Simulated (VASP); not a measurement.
Shape and ions are relaxed at each volume.

Here is the system:

```xyz
4
Lattice="1.5438 -2.6740 0.0000 1.5438 2.6740 0.0000 0.0000 0.0000 5.0698" Properties=species:S:1:pos:R:3 pbc="T T T"
Si     1.5438    -0.8913     2.5332
Si     1.5438     0.8913     5.0681
C      1.5438    -0.8913     4.4377
C      1.5438     0.8913     1.9029
```

The numbers are results of optB86b-vdW, VASP's PBE PAW potentials (set 64) (plane waves; VASP 6.6.1), not measurements. Numerical set-up: 520 eV cut-off, 8×8×5 Γ-centred mesh, Gaussian smearing of 0.050 eV, potentials Si C.

### Question
Give the energy at these volumes per atom, relative to the lowest: 9.83, 10.15, 10.46, 10.78, 11.09 Å³.

### Answer
28.2, 6.7, 0.0, 5.9, 22.8 meV/atom. A third-order Birch-Murnaghan fit gives B0 = 215 GPa and B0′ = 3.9.

The compound is SiC in the wurtzite structure, the rare 2H polytype. It was relaxed first.
